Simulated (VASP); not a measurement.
Given:

```
CELL_PARAMETERS angstrom
      3.71970     0.00000     0.00000
      0.00000     3.62517     3.64341
      0.00000    -3.62517     3.64341
ATOMIC_POSITIONS crystal
  Ir 0.50000 0.49732 0.99162
  Ir 0.50000 0.99162 0.49732
  O  0.50000 0.17383 0.17383
  O  0.50000 0.66292 0.33478
  O  0.50000 0.33478 0.66292
  O  0.50000 0.84405 0.84405
  O  0.00000 0.50088 0.99353
  O  0.00000 0.99353 0.50088
```

Level of theory: PBEsol GGA, VASP's PBE PAW potentials (set 64) (plane waves; VASP 6.6.1). Run with 520 eV cut-off, Gaussian smearing of 0.050 eV, potentials Ir O.

**Question.** Give the energies of bands 18 to 31 at the high-symmetry points, in eV from the Fermi level.

**Answer.** 
```csv
band,Γ,Y,C0,Z,A0,T,S,R
18,-3.46,-4.19,-4.19,-3.68,-3.77,-3.77,-4.39,-5.55
19,-3.43,-3.76,-3.76,-3.15,-3.73,-3.73,-3.39,-2.16
20,-3.28,-3.72,-3.72,-2.98,-3.67,-3.67,-3.35,-2.14
21,-3.15,-3.15,-3.15,-2.67,-2.72,-2.72,-3.22,-2.10
22,-2.57,-3.13,-3.13,-1.82,-2.67,-2.67,-3.19,-2.04
23,-2.46,-2.44,-2.44,-1.19,-1.36,-1.36,-2.05,-1.65
24,-2.38,-2.37,-2.37,-1.14,-1.35,-1.35,-1.94,-1.60
25,-2.23,-2.03,-2.02,-1.13,-0.27,-0.27,-0.84,-0.25
26,-1.81,-1.95,-1.95,-0.86,-0.21,-0.21,-0.77,0.29
27,-1.18,-0.76,-0.76,0.60,0.62,0.62,-0.55,0.66
28,-0.87,-0.69,-0.69,0.60,0.63,0.63,-0.51,0.70
29,0.50,0.25,0.25,1.20,1.00,1.00,-0.24,0.78
30,0.50,0.27,0.27,1.20,1.01,1.01,0.29,0.83
31,0.70,1.60,1.59,2.22,3.10,3.10,1.42,3.54
```

It has no gap at this level: it comes out as a metal or semimetal.

The structure comes from a computed database's IrO3 entry (Amm2); how it stands against other phases isn't given here. It was relaxed first.
